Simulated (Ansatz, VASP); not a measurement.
# Cross-check of Hf7Ga10As10O14 (amorphous HfO2 against GaAs(110), 6.2 A) between VASP and Ansatz, part 3 of 3

Aim: how closely do two programs agree when they are given the same cell, functional and k mesh? Of the first pair: The structure shown is the start of the Ansatz relaxation below; VASP solves that cell, so the two are compared at the walk's first step.

VASP 6.6.1 and Ansatz 0.2.0.

So far. Step 3 (VASP: single point, PBE, start cell, pair 1): The run ends at a pressure of -0.20 GPa, with forces up to 1.1 eV/Å.

## 6. VASP: single point, PBE, relaxed cell, pair 2

Level of this step: PBE; plane waves and PAW (Ga_d, As, Hf_pv, O) (VASP).

The same cell, functional, mesh and smearing now go to VASP, with its own data sets.

Contents of INCAR:

```
SYSTEM = Hf7Ga10As10O14
PREC = Accurate
ENCUT = 600
EDIFF = 1E-06
NELM = 120
ISMEAR = -1
SIGMA = 0.025
LREAL = Auto
ALGO = Normal
GGA = PE
NBANDS = 392
LASPH = .TRUE.
LORBIT = 11
LWAVE = .FALSE.
LCHARG = .FALSE.
ISIF = 2
GGA_COMPAT = .FALSE.
EFERMI = MIDGAP
NCORE = 2
```

Contents of POSCAR:

```
Hf7Ga10As10O14
1.0
   11.4600000000      0.0000000000      0.0000000000
    0.0000000000      8.1034400000      0.0000000000
    0.0000000000      0.0000000000     16.9637150000
Ga As Hf O
20 20 14 28
Direct
    0.9790100000      0.9608200000      0.4042500000
    0.2348500000      0.7049400000      0.0478300000
    0.2419000000      0.1843900000      0.0680800000
    0.9917800000      0.9583800000      0.1688800000
    0.0034200000      0.4546600000      0.1670500000
    0.2350900000      0.2206400000      0.2979600000
    0.2374700000      0.7107100000      0.2930100000
    0.9910400000      0.4642200000      0.4230300000
    0.2408800000      0.7230500000      0.5221300000
    0.2195200000      0.2409700000      0.4998300000
    0.5031300000      0.9679800000      0.4158300000
    0.7249900000      0.7029800000      0.0649700000
    0.7360800000      0.2046000000      0.0644800000
    0.4866800000      0.9599400000      0.1881600000
    0.4919900000      0.4626200000      0.1669100000
    0.7438600000      0.2160900000      0.2968400000
    0.7481900000      0.7051900000      0.2924100000
    0.4993500000      0.4751600000      0.4167300000
    0.7090300000      0.7436700000      0.5343700000
    0.7129900000      0.2224800000      0.5390900000
    0.1002300000      0.9535100000      0.0455200000
    0.3587400000      0.7099300000      0.1706800000
    0.3663100000      0.2125300000      0.1844800000
    0.1131000000      0.9645500000      0.2892700000
    0.1082400000      0.4657700000      0.2973400000
    0.3779900000      0.2207200000      0.4094500000
    0.3720900000      0.7235800000      0.4085300000
    0.1210900000      0.4381600000      0.0399700000
    0.1156900000      0.9811500000      0.5157000000
    0.1167300000      0.4776600000      0.5505400000
    0.6081900000      0.9554700000      0.0727600000
    0.8736600000      0.7033300000      0.1708500000
    0.8706400000      0.2112700000      0.1771800000
    0.6258900000      0.9594700000      0.2983400000
    0.6167400000      0.4635600000      0.2902900000
    0.8574700000      0.2169000000      0.4234800000
    0.8557200000      0.7096800000      0.4209800000
    0.6100600000      0.4500300000      0.0364500000
    0.5808900000      0.9818900000      0.5466600000
    0.5900400000      0.4779800000      0.5534700000
    0.4113400000      0.5539300000      0.8771800000
    0.7739300000      0.9768400000      0.8931100000
    0.0137900000      0.1826600000      0.9335000000
    0.2785000000      0.2089700000      0.7936500000
    0.9380100000      0.9973800000      0.6188400000
    0.3708300000      0.4787900000      0.6647500000
    0.1080900000      0.5275600000      0.7940900000
    0.8768000000      0.2855800000      0.7430600000
    0.3670300000      0.8548100000      0.7233100000
    0.5626100000      0.1529500000      0.7921300000
    0.4514600000      0.9457500000      0.9496800000
    0.8689200000      0.6855100000      0.7274400000
    0.6827900000      0.6013200000      0.8701500000
    0.0836500000      0.9249600000      0.7860500000
    0.2370000000      0.0258600000      0.7169600000
    0.1554600000      0.1034600000      0.8636800000
    0.7433400000      0.1490500000      0.7935600000
    0.3988200000      0.0528800000      0.8396500000
    0.4339000000      0.2869000000      0.7270300000
    0.2200300000      0.4041600000      0.7125400000
    0.7530500000      0.7964600000      0.8046800000
    0.2581500000      0.4253300000      0.8621600000
    0.5502400000      0.4065300000      0.8553900000
    0.5382400000      0.7328400000      0.8819600000
    0.8428100000      0.1554300000      0.9732800000
    0.0024800000      0.1168700000      0.7151900000
    0.2134100000      0.7446100000      0.7933300000
    0.3510000000      0.7262700000      0.9625700000
    0.7695600000      0.7470800000      0.9526900000
    0.6034500000      0.0524800000      0.8996100000
    0.8172900000      0.8044700000      0.6233400000
    0.9953000000      0.3534700000      0.8466000000
    0.9450300000      0.0098100000      0.8602500000
    0.5208500000      0.9642700000      0.7213900000
    0.0160000000      0.8215200000      0.6831300000
    0.8280200000      0.2029700000      0.6302000000
    0.4167300000      0.6160600000      0.7579600000
    0.9759100000      0.4861800000      0.7070200000
    0.7683300000      0.4890600000      0.7736400000
    0.3595000000      0.1105100000      0.9988100000
    0.9916200000      0.7086000000      0.8198000000
    0.3382300000      0.7217200000      0.6235500000
```

Contents of KPOINTS:

```
Automatic mesh
0
Gamma
1 1 1
0 0 0
```

PAW data sets: Ga_d, As, Hf_pv and O (PBE family, release 64).

The run is started by

```
mpirun -np 8 vasp_gam
```

Numbers of over 12 decimals in the logs are rounded to 6 here.

What it wrote:

```text
[... set-up lines as in an earlier step ...]
 entering main loop
       N       E                     dE             d eps       ncg     rms          rms(c)
DAV:   1     0.150929285236E+05    0.15093E+05   -0.30251E+05   800   0.272E+03
DAV:   2     0.367365240060E+04   -0.11419E+05   -0.10941E+05   784   0.851E+02
DAV:   3    -0.594055680764E+02   -0.37331E+04   -0.35380E+04  1064   0.344E+02
DAV:   4    -0.618652676460E+03   -0.55925E+03   -0.54880E+03  1104   0.129E+02
[...]
DAV:  18    -0.567213917215E+03   -0.84075E-05   -0.16297E-05   920   0.199E-02    0.128E-02
DAV:  19    -0.567213921317E+03   -0.41027E-05   -0.72277E-06   776   0.127E-02    0.534E-03
DAV:  20    -0.567213922067E+03   -0.74983E-06   -0.41539E-06   712   0.611E-03
   1 F= -.56721392E+03 E0= -.56721392E+03  d E =-.751678E-05
```

From OUTCAR (step 6):

```text
  FREE ENERGIE OF THE ION-ELECTRON SYSTEM (eV)
  ---------------------------------------------------
  free  energy   TOTEN  =      -567.2139220672 eV

  energy  without entropy=     -567.2139145504  energy(sigma->0) =     -567.21391831

[... 1 part as in an earlier step ...]
```

The run ends at a pressure of -0.43 GPa, with forces up to 0.25 eV/Å.

## 7. Comparison

What differs besides the data sets and the points named for the pairs above, as far as they apply: the data sets hold 1092 valence electrons in Ansatz (on its default PAW (the set named soft_2) files) and 668 in VASP; the cutoff is 420 eV in Ansatz and 600 eV in VASP (PREC = Accurate, projectors in real space). Total energies have different zeros and are not compared.

Compared:

```
              quantity  Ansatz   VASP  difference
        pressure (GPa)    0.33  -0.43       +0.76
gap on the k mesh (eV)   0.608  0.603      +0.004
```

Forces on 7 of the 82 atoms, those with the largest forces and the largest differences (eV/Å; atoms numbered as in POSCAR):

| atom | Ansatz x, y, z | VASP x, y, z |
| --- | --- | --- |
| Hf43 | 0.013, -0.004, 0.010 | -0.073, -0.089, -0.217 |
| Hf45 | 0.001, -0.013, -0.006 | -0.029, -0.043, 0.233 |
| Hf46 | 0.001, 0.020, 0.008 | -0.043, 0.073, 0.235 |
| O55 | -0.005, 0.023, 0.018 | 0.072, 0.006, 0.170 |
| O69 | 0.003, 0.005, -0.002 | -0.048, 0.054, -0.167 |
| O75 | -0.019, 0.004, -0.005 | -0.128, 0.094, 0.072 |
| O82 | 0.008, 0.000, -0.009 | 0.061, -0.055, 0.164 |

The forces differ by 58 meV/Å r.m.s., where the r.m.s. force is 0.011 eV/Å in Ansatz and 0.058 eV/Å in VASP: the atoms lie near their places of rest in Ansatz, so a percentage would say little (all taken over all components). A gap on the mesh is an upper bound, since the band edges may lie between its points; neither run holds spin-orbit coupling, which can move the band edges of a compound of Hf.

## 8. Summary of results

| Quantity | Value |
| --- | --- |
| r.m.s. force difference (single point, PBE, start cell, pair 1) | 20 % of the r.m.s. force |
| r.m.s. force difference (single point, PBE, relaxed cell, pair 2) | 58 meV/Å |
| difference in pressure (single point, PBE, relaxed cell, pair 2) | 0.76 GPa |

What this shows: The r.m.s. force difference is 20 % of the r.m.s. force (single point, PBE, start cell, pair 1), beyond the 3 % picked in this series as the mark of a large difference. The data sets hold unlike numbers of valence electrons (1092 in Ansatz and 668 in VASP), so part of the differences comes from the potentials. What causes the difference of the single point, PBE, start cell, pair 1 pair stays open here. What causes the difference of the single point, PBE, relaxed cell, pair 2 pair stays open here. How closely two codes agree says nothing of how well the functional describes the real material.

[Lines on the potential files, build, host, timing and source positions are cut from VASP's logs without a mark.]

[Logs are printed without paths, hosts, clocks, repeated set-up lines and the standing remarks that a program may print on its own settings, such as how far it seeks lower states.]

[Hosts, paths, dates, database ids (printed as entryN), source tags and the programs' standing remarks are cut or masked in the printed files.]
